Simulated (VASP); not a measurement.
Input:

```
CELL_PARAMETERS angstrom
      0.00000     1.78545     1.78545
      1.78545     0.00000     1.78545
      1.78545     1.78545     0.00000
ATOMIC_POSITIONS crystal
  B  0.00000 0.00000 0.00000
  N  0.25000 0.25000 0.25000
```

Computed with PBE GGA with D3 dispersion (Becke-Johnson damping), VASP's PBE PAW potentials (set 64) (plane waves; VASP). Run with 520 eV cut-off, 12×12×12 Γ-centred mesh, Gaussian smearing of 0.050 eV, potentials B N.

Q: Give the stress tensor in GPa (positive for a compressed cell).

A: 
```
12.35   0.00   0.00
 0.00  12.35   0.00
 0.00   0.00  12.35
```
The pressure is its mean diagonal, 12.35 GPa.

The compound is BN in the zinc blende structure. This cell is one point of a volume scan, at 0.97 of the reference volume.
